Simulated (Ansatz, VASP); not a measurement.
# Re (dimer Re chain) in two plane-wave programs

Aim: how closely do two programs agree when they are given the same cell, functional and k mesh? The structure shown is the end of the Ansatz relaxation below.

Calculated with Ansatz 0.2.0; plane waves, with VASP 6.6.1 beside it; single point at PBE and single point at LDA.

In doubt: warnings of the run leave room for a lower electronic state (step 6), so energies may not be the lowest and differences between runs may mislead.

## (1) The structure

The cell holds 2 atoms: 2 Re. Cell: a = 7.500 Å, b = 7.500 Å, c = 4.547 Å, α = 90.0°, β = 90.0°, γ = 90.0°. Vacuum lies along a and b. The structure's axis is c.

## (2) Ansatz: relaxation, PBE

Ansatz runs on its default PAW (the set named soft_2) files.

This run makes the geometry at which the two programs are then compared.

The input, input.yaml:

```yaml
crystal:
  lattice:
    - [7.5, 0.0, 0.0]
    - [0.0, 7.5, 0.0]
    - [0.0, 0.0, 5.738]
  atoms:
    - { symbol: Re, position: [0.5, 0.5, 0.0] }
    - { symbol: Re, position: [0.5, 0.5, 0.45] }
kpoints:
  mp_grid: { grid: [1, 1, 14] }
scf:
  occupations: { method: fermi_dirac, width: 0.05 }
hamiltonian:
  xc: pbe
relax:
  cell: { fix: [a, b, alpha, beta, gamma] }
  max_steps: 60
```

On the command line:

```bash
> ansatz run input.yaml --threads 4 --pin off --max-ram 8192MiB --backend cpu --events-out ev --progress --plain --runs-dir out
```

Numbers of over 12 decimals in the logs are rounded to 6 here.

Output:

```text
Engine: ansatz 0.2.0, aarch64-unknown-linux-gnu
Pseudopotentials: kind: paw
Pseudopotential: Re, paw, valence charge 15, recommended cutoff 420 eV (normal), Re.paw.azcp
Functional definition: PBE
  parameter kappa = 0.804
  parameter beta = 0.066725
  exchange = pbe_x(kappa = kappa, mu = beta*pi^2/3)
  correlation = pbe_c(beta = beta)
Crystal: 2 atoms, lattice volume = 322.763 Å³
Basis set: ecut = 420 eV, 6299 PW (Γ), exchange–correlation on 108×108×80 points (8 copies of the dense FFT grid, shifted against one another)
Bands: 19, of which v1, the nominal top of the filled ones, is band 15 counted from 1 (14 counted from 0)
Symmetry: 16 space group operations
Space group: P4/mmm (ITA 123), of the structure as read, at distance tolerance 6.9e-5 Å
k-points: 8 of 14
Non-local potential: Re, projectors of the file, l = 0: 3, l = 1: 2, l = 2: 2, l = 3: 1
PAW form: soft (Blöchl's): semilocal exchange-correlation on the pseudo side does not see the compensation charge
PAW one-centre angular grid: Re, 590 points (default); XC on 64 Gauss nodes
Initial density: superposition of atomic densities (neutral atoms: chi_scale 0, normalization atom), corrected by the library's trained network
Initial wavefunctions: pseudopotential atomic-orbital guess
Functional: x = pbe(κ = 0.804, μ = 0.219515), c = pbe(β = 0.066725)
SCF iter   1: F=—  HF=-21722.180311 eV  |F-HF|=—  |Δ(HF+E_count)|=         —  Δρ=8.81e-3  dr2=2.46e-1  ethr=1.77e-3  ⟨swp⟩=6.5  Hψ=1479  notcnv=0
automatic band count: the SCF goes on with 23 bands, as 19 were too few: the levels above may hold too much charge
preconditioner: auto → LDOS  [metal: Δε(μ)=0.031 eV  Ē_g=3.117 eV  σ=0.050 eV  W_gap=0.15  n_scr=30 (ndim 8)  ℏωp=7.7 eV  f_vac=0.637  D(μ)=14.10/eV (n_scr^D=120)  β→1.0]
SCF iter   2: F=—  HF=-21722.245883 eV  |F-HF|=—  |Δ(HF+E_count)|=   6.56e-2  Δρ=1.13e-2  dr2=3.80e-1  ethr=8.20e-4  ⟨swp⟩=4.1  Hψ=445  notcnv=0  defer=2
SCF iter   3: F=—  HF=-21722.165290 eV  |F-HF|=—  |Δ(HF+E_count)|=   8.06e-2  Δρ=3.19e-3  dr2=2.81e-2  ethr=8.20e-4  ⟨swp⟩=2.0  Hψ=213  notcnv=0  defer=2
SCF iter   4: F=—  HF=-21722.161547 eV  |F-HF|=—  |Δ(HF+E_count)|=   3.74e-3  Δρ=7.15e-4  dr2=1.43e-3  ethr=9.38e-5  ⟨swp⟩=2.8  Hψ=275  notcnv=0  defer=2
SCF iter   5: F=—  HF=-21722.161346 eV  |F-HF|=—  |Δ(HF+E_count)|=   2.01e-4  Δρ=2.12e-4  dr2=2.48e-4  ethr=4.78e-6  ⟨swp⟩=2.1  Hψ=263  notcnv=0  defer=1
SCF iter   6: F=—  HF=-21722.161315 eV  |F-HF|=—  |Δ(HF+E_count)|=   3.15e-5  Δρ=7.52e-5  dr2=4.04e-5  ethr=8.26e-7  ⟨swp⟩=2.5  Hψ=268  notcnv=0  defer=1
SCF iter   7: F=—  HF=-21722.161082 eV  |F-HF|=—  |Δ(HF+E_count)|=   2.33e-4  Δρ=4.30e-5  dr2=7.73e-6  ethr=1.35e-7  ⟨swp⟩=2.2  Hψ=237  notcnv=0  defer=1
SCF iter   8: F=-21722.161080 eV  HF=-21722.161080 eV  |F-HF|=2.91e-8  |Δ(HF+E_count)|=   1.27e-6  Δρ=5.18e-6  dr2=8.31e-8  ethr=3.33e-10  ⟨swp⟩=3.9  Hψ=751  notcnv=0
SCF 1 converged in 8 iterations: F = -21722.161080 eV  dr2 = 8.31e-8
  greatest PAW one-centre occupation: 1.000 electrons in one spin orbital (limit 2), on the Re atom at site 1 (counted from 0), in its partial waves of l = 0
relax step   1: F+E_penalty+E_count = -21722.16108031 eV  Δ(F+E_penalty+E_count) = +0.000e0 eV  max|allowed force component| = 5.289e0 eV/Å  Δτ_max = 0.0000 Å  P = -3.983 GPa  Ω = 322.763 Å³  fix = [a, b, alpha, beta, gamma]  reactions: a -0.187, b -0.187 GPa  (8 SCF iters, dr2 threshold 1.00e-7 eV, accepted)
[...]
relax step  10: F+E_penalty+E_count = -21725.52480661 eV  Δ(F+E_penalty+E_count) = -5.441e-2 eV  max|allowed force component| = 2.343e-1 eV/Å  Δτ_max = 0.0372 Å  P = -0.596 GPa  Ω = 256.366 Å³  energy of the carried Pulay correction = +5.281e-3 eV  fix = [a, b, alpha, beta, gamma]  reactions: a -0.187, b -0.187 GPa  (7 SCF iters, dr2 threshold 2.00e-7 eV, accepted)
[...]
relax step  11: F+E_penalty+E_count = -21725.54238539 eV  Δ(F+E_penalty+E_count) = -1.758e-2 eV  max|allowed force component| = 3.286e-2 eV/Å  Δτ_max = 0.0401 Å  P = -0.086 GPa  Ω = 255.336 Å³  energy of the carried Pulay correction = +5.373e-3 eV  fix = [a, b, alpha, beta, gamma]  reactions: a -0.183, b -0.183 GPa  (7 SCF iters, dr2 threshold 2.00e-7 eV, accepted)
[...]
relax step  12: F+E_penalty+E_count = -21725.54270256 eV  Δ(F+E_penalty+E_count) = -3.172e-4 eV  max|allowed force component| = 2.328e-4 eV/Å  Δτ_max = 0.0057 Å  P = -0.109 GPa  Ω = 255.777 Å³  energy of the carried Pulay correction = +5.334e-3 eV  fix = [a, b, alpha, beta, gamma]  reactions: a -0.183, b -0.183 GPa  (6 SCF iters, dr2 threshold 6.75e-8 eV, accepted)
[...]
relax step  13: F+E_penalty+E_count = -21725.53941794 eV  Δ(F+E_penalty+E_count) = +3.285e-3 eV  max|allowed force component| = 4.999e-4 eV/Å  Δτ_max = 0.0000 Å  P = -0.114 GPa  Ω = 255.777 Å³  fix = [a, b, alpha, beta, gamma]  reactions: a -0.185, b -0.185 GPa  stress off target by 2.89e-2 GPa on what of the cell is left free  SCF on the basis re-selected at this cell (its energy is not comparable with the rows above)  (7 SCF iters)
basis re-selected at this cell: Δ(F+E_penalty+E_count) = +3.285e-3 eV, ΔP = -0.005 GPa vs the last step (what re-selecting the basis moved, of the pressure what is left beyond the Pulay correction that the steps carried, after the strain that the cell walked since its last selection, with what the two solves' SCF thresholds leave and, on support functions, any second-order correction that the steps lacked; it is no measure of the basis error at this ecutwfc). The dense FFT grid was sized anew with the basis: this SCF ran on 54×54×32 points, the steps before it on 54×54×40, so part of this shift can come from that change (see relax.cell in the input reference). [rest of the remark cut]
SCF converged after 7 iterations
Free energy (F): -21725.539418 eV
Harris-Foulkes:  -21725.539418 eV  (|F-HF|=7.28e-12)
Internal energy: -21725.487906 eV  (E = F + TS)
E sigma→0 (E₀):  -21725.513662 eV
Entropy (-TS):   -0.051512 eV (-25.756 meV/atom)
Fermi energy:    -1.425093 eV
--- Per-component energies (eV) ---
  E_band       = -894.082977
  E_kinetic    = 1071.530057
  E_local      = -7080.368801  (includes V_loc(G=0)·N_el)
  E_nonlocal   = 111.278817
  E_hartree    = 2943.406246
  E_xc         = -795.910819
  E_vxc        = -592.162974  (∫ρ·V_xc dr)
  E_paw        = -17321.779006  (= ΣΔE_a)
  E_vpaw       = -291.172522  (= ΣTr[D̂ρ^β])
  E_aug_tail   = -0.000158  (compensation charges beyond the density's cutoff)
  E_ewald      = -653.644241
  E_smearing   = -0.051512  (= −TS)
  E_closure    = 0.000000  (closes the sum)
  Σ components = -21725.539418   (vs F -21725.539418, Δ=0.00e0)
--- Forces (eV/Å), atoms counted from 1 ---
  atom   1  Re     0.00000000     0.00000000    -0.00049994
  atom   2  Re     0.00000000     0.00000000     0.00049994
  max |Σ_I F_I| component: 2.52e-29 eV/Å
--- Stress (GPa, compression-positive) ---
       -0.184783       0.000000       0.000000
        0.000000      -0.184783       0.000000
        0.000000       0.000000       0.028870
  P = ⅓ Tr σ = -0.1136 GPa (-1.136 kbar)
--- Relaxed structure (12 steps of the walk, 11 accepted, 1 SCFs on fresh bases) ---
  F+E_penalty+E_count = -21725.53941794 eV   max|allowed force component| = 4.999e-4 eV/Å   (the final SCF, on the basis selected at the relaxed cell)
  cell:  # Å, volume = 255.7774 Å³
    - [7.5, 0.0, 0.0]
    - [0.0, 7.5, 0.0]
    - [0.0, 0.0, 4.547154]
  atoms:
    - { symbol: Re, position: [0.5, 0.5, -0.010456] }
    - { symbol: Re, position: [0.5, 0.5, 0.460456] }
```

## (3) VASP: single point, PBE, pair 1

The same cell, functional, mesh and smearing now go to VASP, with its own data sets.

Lines of VASP's logs that name or quote its potential files are left out, and so is its time.

The input, INCAR:

```
SYSTEM = Re
PREC = Accurate
ENCUT = 600
EDIFF = 1E-06
NELM = 120
ISMEAR = -1
SIGMA = 0.05
LREAL = .FALSE.
ALGO = Normal
GGA = PE
NBANDS = 13
LASPH = .TRUE.
LORBIT = 11
LWAVE = .FALSE.
LCHARG = .FALSE.
ISIF = 2
GGA_COMPAT = .FALSE.
KPAR = 2
```

The input, POSCAR:

```
Re
1.0
    7.5000000000      0.0000000000      0.0000000000
    0.0000000000      7.5000000000      0.0000000000
    0.0000000000      0.0000000000      4.5471541742
Re
2
Direct
    0.5000000000      0.5000000000      0.9895439951
    0.5000000000      0.5000000000      0.4604560049
```

The input, KPOINTS:

```
Automatic mesh
0
Gamma
1 1 14
0 0 0
```

Potentials, in the order of the species: Re (PBE family, release 64).

On the command line:

```bash
> mpirun -np 2 vasp_std
```

Output:

```text
[banner, memory and clock lines left out]
running    2 mpi-ranks, on    1 nodes
 distrk:  each k-point on    1 cores,    2 groups
 distr:  one band on    1 cores,    1 groups

 POSCAR found type information on POSCAR Re
 POSCAR found :  1 types and       2 ions
 LDA part: xc-table for (Slater+PW92), standard interpolation
 POSCAR, INCAR and KPOINTS ok, starting setup
 FFT: planning ... GRIDC
 FFT: planning ... GRID_SOFT
 FFT: planning ... GRID
 WAVECAR not read
 entering main loop
       N       E                     dE             d eps       ncg     rms          rms(c)
DAV:   1     0.664480257552E+02    0.66448E+02   -0.43286E+03   307   0.858E+02
DAV:   2    -0.579688585215E+00   -0.67028E+02   -0.59905E+02   383   0.324E+02
DAV:   3    -0.136480127435E+02   -0.13068E+02   -0.10881E+02   408   0.974E+01
DAV:   4    -0.149506741972E+02   -0.13027E+01   -0.11434E+01   392   0.223E+01
DAV:   5    -0.150883914236E+02   -0.13772E+00   -0.13171E+00   390   0.924E+00    0.234E+01
DAV:   6    -0.145939981348E+02    0.49439E+00   -0.66143E-01   400   0.132E+01    0.109E+01
DAV:   7    -0.144783758541E+02    0.11562E+00   -0.30857E-01   400   0.800E+00    0.121E+00
DAV:   8    -0.144704263859E+02    0.79495E-02   -0.99536E-03   376   0.179E+00    0.626E-01
DAV:   9    -0.144686828746E+02    0.17435E-02   -0.31089E-03   400   0.800E-01    0.774E-02
DAV:  10    -0.144686416658E+02    0.41209E-04   -0.12004E-04   408   0.267E-01    0.264E-02
DAV:  11    -0.144686339895E+02    0.76763E-05   -0.17078E-04   384   0.826E-02    0.242E-02
DAV:  12    -0.144686343240E+02   -0.33457E-06   -0.20863E-05   360   0.108E-01    0.771E-03
DAV:  13    -0.144686457049E+02   -0.11381E-04   -0.97373E-06   286   0.381E-02    0.352E-03
DAV:  14    -0.144686467751E+02   -0.10702E-05   -0.13100E-06   288   0.105E-02    0.206E-03
DAV:  15    -0.144686467699E+02    0.52551E-08   -0.10985E-06   278   0.178E-02
   1 F= -.14468647E+02 E0= -.14442419E+02  d E =-.524563E-01
```

From OUTCAR (step 3):

```text
ion  position               nearest neighbor table
   1  0.500  0.500  0.990-   2 2.14   2 2.41
   2  0.500  0.500  0.460-   1 2.14   1 2.41

  LATTYP: Found a simple tetragonal cell.
 ALAT       =     7.5000000000
 C/A-ratio  =     0.6062872232

 Subroutine GETGRP returns: Found 16 space group operations
 (whereof  8 operations were pure point group operations)

The static configuration has the point symmetry C_4v.
 The point group associated with its full space group is D_4h.

 Found      8 irreducible k-points:

   k-points           NKPTS =      8   k-points in BZ     NKDIM =      8   number of bands    NBANDS=     13

   dimension x,y,z NGX =    60 NGY =   60 NGZ =   36
   dimension x,y,z NGXF=   120 NGYF=  120 NGZF=   72

   ENCUT  =  600.0 eV  44.10 Ry    6.64 a.u.  14.98 14.98  9.08*2*pi/ulx,y,z

   NELECT =      14.0000    total number of electrons

 k-points in reciprocal lattice and weights: Automatic mesh
   0.00000000  0.00000000  0.00000000       0.071
   0.00000000  0.00000000  0.07142857       0.143
   0.00000000  0.00000000  0.14285714       0.143
   0.00000000  0.00000000  0.21428571       0.143
   0.00000000  0.00000000  0.28571429       0.143
   0.00000000  0.00000000  0.35714286       0.143
   0.00000000  0.00000000  0.42857143       0.143
   0.00000000  0.00000000  0.50000000       0.071

 average (electrostatic) potential at core
       1 -50.4353       2 -50.4353

 E-fermi :  -3.2908

 k-point     1 :       0.0000    0.0000    0.0000
  band No.  band energies     occupation
    ...
      2      -7.4000      2.00000
      3      -7.4000      2.00000
      4      -5.8144      2.00000
      5      -4.6383      2.00000
      6      -4.6234      2.00000
      7      -2.4180      0.00000
      8      -2.4165      0.00000
      9      -1.6180      0.00000
     10      -1.1163      0.00000
     11      -1.1163      0.00000
    ...

 k-point     2 :       0.0000    0.0000    0.0714
  band No.  band energies     occupation
    ...
      2      -7.3442      2.00000
      3      -7.3442      2.00000
      4      -5.7832      2.00000
      5      -4.6173      2.00000
      6      -4.6025      2.00000
      7      -2.4512      0.00000
      8      -2.4495      0.00000
      9      -1.7192      0.00000
     10      -1.2046      0.00000
     11      -1.2046      0.00000
    ...

 k-point     3 :       0.0000    0.0000    0.1429
  band No.  band energies     occupation
    ...
      2      -7.1782      2.00000
      3      -7.1782      2.00000
      4      -5.6900      2.00000
      5      -4.5550      2.00000
      6      -4.5407      2.00000
      7      -2.5475      0.00000
      8      -2.5451      0.00000
      9      -1.9953      0.00000
     10      -1.4800      0.00000
     11      -1.4800      0.00000
    ...

  Total       -0.3007193     -0.3007193     -2.6774634      0.0000000      0.0000000      0.0000000
  in kB       -1.8836912     -1.8836912    -16.7715004      0.0000000      0.0000000      0.0000000
  external PRESSURE =      -6.8462942 kB  Pullay stress =       0.0000000 kB

  energy-cutoff  :      600.00
  volume of cell :      255.78
      direct lattice vectors                 reciprocal lattice vectors
     7.500000000  0.000000000  0.000000000     0.133333333  0.000000000  0.000000000
     0.000000000  7.500000000  0.000000000     0.000000000  0.133333333  0.000000000
     0.000000000  0.000000000  4.547154174     0.000000000  0.000000000  0.219917769

 POSITION                                       TOTAL-FORCE (eV/Angst)
 -----------------------------------------------------------------------------------
      3.75000      3.75000      4.49961         0.000000      0.000000      0.904713
      3.75000      3.75000      2.09376         0.000000     -0.000000     -0.904713
 -----------------------------------------------------------------------------------
    total drift:                                0.000000      0.000000     -0.000001

  FREE ENERGIE OF THE ION-ELECTRON SYSTEM (eV)
  ---------------------------------------------------
  free  energy   TOTEN  =       -14.4686467699 eV

  energy  without entropy=      -14.4161905101  energy(sigma->0) =      -14.44241864

 total charge
# of ion       s       p       d       tot
------------------------------------------
    1        0.668   0.220   5.005   5.893
    2        0.668   0.220   5.005   5.893
--------------------------------------------------
tot          1.336   0.440  10.010  11.785

[... 3 further parts left out ...]
```

The data set Re keeps the semicore shell frozen, which is cheaper and a little less accurate.

## (4) Differences

Known differences besides the potentials themselves: the data sets hold 30 valence electrons in Ansatz (on its default PAW (the set named soft_2) files) and 14 in VASP; the cutoff is 420 eV in Ansatz and 600 eV in VASP; Ansatz's pressure holds a Pulay correction, VASP's none. Total energies have different zeros and are not compared.

Compared:

```csv
quantity,Ansatz,VASP,difference
pressure (GPa),-0.11,-0.68,+0.57
```

Forces (eV/Å; atoms numbered as in POSCAR):

```csv
atom,"Ansatz x, y, z","VASP x, y, z"
Re1,"0.000, 0.000, 0.000","0.000, 0.000, 0.905"
Re2,"0.000, 0.000, 0.000","0.000, 0.000, -0.905"
```

The forces differ by 523 meV/Å r.m.s., where the r.m.s. force is 0.000 eV/Å in Ansatz and 0.522 eV/Å in VASP: the atoms lie near their places of rest in Ansatz, so a percentage would say little (all taken over all components).

## (5) Further runs

Further runs change the set-up of one program: Ansatz's method, potentials or start, or VASP's data sets, cutoff or form of LDA. The table gives Ansatz less VASP for each quantity, since a change that brings one quantity closer may part another.

```csv
run,r.m.s. force difference (meV/Å),pressure (GPa)
as above,523,0.57
VASP with the data sets Re_sv_GW and a cutoff of 500 eV,62,0.22
```

## (6) Ansatz: relaxation, PBE

This run makes the geometry at which the two programs are then compared. The cell compared in this pair holds 256.24 Å³, against 255.78 Å³ for the pair before.

The structure compared here is the end of the Ansatz relaxation.

input.yaml, the sections that differ from step 2:

```yaml
crystal:
  lattice:
    - [7.5, 0.0, 0.0]
    - [0.0, 7.5, 0.0]
    - [0.0, 0.0, 5.738]
  atoms:
    - { symbol: Re, position: [0.5, 0.5, 0.0], spin: 2.0 }
    - { symbol: Re, position: [0.5, 0.5, 0.45], spin: 2.0 }
magnetization:
  spin_polarized: true
# kpoints, scf, hamiltonian, relax: as in step 2
```

On the command line:

```bash
> ansatz run input.yaml --threads 4 --pin off --max-ram 8192MiB --backend cpu --events-out ev --progress --plain --runs-dir out
```

Output:

```text
[...]
Crystal: 2 atoms, lattice volume = 322.763 Å³
Basis set: ecut = 420 eV, 6299 PW (Γ), exchange–correlation on 108×108×80 points (8 copies of the dense FFT grid, shifted against one another)
Bands: 21, of which v1, the nominal top of the filled ones, is band 15 counted from 1 (14 counted from 0)
Symmetry: 16 space group operations
[...]
0.000000       0.000000      -0.037218
  P = ⅓ Tr σ = -0.1348 GPa (-1.348 kbar)
--- Relaxed structure (9 steps of the walk, 8 accepted, 1 SCFs on fresh bases) ---
[...]
cell:  # Å, volume = 256.2446 Å³
    - [7.5, 0.0, 0.0]
    - [0.0, 7.5, 0.0]
    - [0.0, 0.0, 4.555459]
  atoms:
    - { symbol: Re, position: [0.5, 0.5, -0.00965304] }
    - { symbol: Re, position: [0.5, 0.5, 0.459653] }
[key lines of the parts left out:]
SCF converged after 7 iterations
Magnetization: 0.5429 μB (15.2715 up, 14.7285 down)
Free energy (F): -21725.541741 eV
Fermi energy:    -1.426355 eV
```

## (7) VASP: single point, PBE, pair 2

The same cell, functional, mesh and smearing now go to VASP, with its own data sets.

INCAR, as its differences from that of step 3:

```diff
@@ -4,3 +4,3 @@
 EDIFF = 1E-06
-NELM = 120
+NELM = 200
 ISMEAR = -1
@@ -10,4 +10,7 @@
 GGA = PE
-NBANDS = 13
+NBANDS = 15
+ISPIN = 2
+MAGMOM = 0.13 0.13
 LASPH = .TRUE.
+LMAXMIX = 4
 LORBIT = 11
```

The input, POSCAR:

```
Re
1.0
    7.5000000000      0.0000000000      0.0000000000
    0.0000000000      7.5000000000      0.0000000000
    0.0000000000      0.0000000000      4.5554587056
Re
2
Direct
    0.5000000000      0.5000000000      0.9903469644
    0.5000000000      0.5000000000      0.4596530356
```

KPOINTS is that of step 3.

On the command line:

```bash
> mpirun -np 2 vasp_std
```

Output:

```text
[... set-up lines as in an earlier step ...]
 entering main loop
       N       E                     dE             d eps       ncg     rms          rms(c)
DAV:   1     0.520215917258E+02    0.52022E+02   -0.42263E+03   790   0.716E+02
DAV:   2    -0.849904256473E+01   -0.60521E+02   -0.51518E+02   891   0.213E+02
DAV:   3    -0.147482941556E+02   -0.62493E+01   -0.54177E+01   894   0.593E+01
DAV:   4    -0.150787776810E+02   -0.33048E+00   -0.31031E+00   780   0.127E+01
[...]
DAV:  15    -0.144732350004E+02   -0.66803E-03   -0.43617E-04   487   0.101E-01    0.582E-03
DAV:  16    -0.144732293852E+02    0.56153E-05   -0.41677E-05   628   0.507E-02    0.347E-03
DAV:  17    -0.144732294621E+02   -0.76955E-07   -0.22094E-06   543   0.155E-02
   1 F= -.14473229E+02 E0= -.14454154E+02  d E =-.381513E-01  mag=     0.5612
```

From OUTCAR (step 7):

```text
  Total       -0.2961946     -0.2961946     -2.8076998      0.0000000      0.0000000      0.0000000
  in kB       -1.8519661     -1.8519661    -17.5552333      0.0000000      0.0000000      0.0000000
  external PRESSURE =      -7.0863885 kB  Pullay stress =       0.0000000 kB

 POSITION                                       TOTAL-FORCE (eV/Angst)
 -----------------------------------------------------------------------------------
      3.75000      3.75000      4.51148         0.000000      0.000000      0.955910
      3.75000      3.75000      2.09393         0.000000     -0.000000     -0.955910
 -----------------------------------------------------------------------------------
    total drift:                                0.000000      0.000000     -0.000001

  FREE ENERGIE OF THE ION-ELECTRON SYSTEM (eV)
  ---------------------------------------------------
  free  energy   TOTEN  =       -14.4732294621 eV

  energy  without entropy=      -14.4350781307  energy(sigma->0) =      -14.45415380

 magnetization (x)
# of ion       s       p       d       tot
------------------------------------------
    1        0.017   0.006   0.204   0.227
    2        0.017   0.006   0.204   0.227
--------------------------------------------------
tot          0.034   0.012   0.409   0.454

[... 3 further parts left out ...]
[key lines of the parts left out:]
E-fermi :  -3.2909
```

[end of part 1 of 2]

[Lines on the potential files, build, host, timing and source positions are cut from VASP's logs without a mark.]

[Logs are printed without paths, hosts, clocks, repeated set-up lines and the standing remarks that a program may print on its own settings, such as how far it seeks lower states.]

[Hosts, paths, dates, database ids (printed as entryN), source tags and the programs' standing remarks are cut or masked in the printed files.]
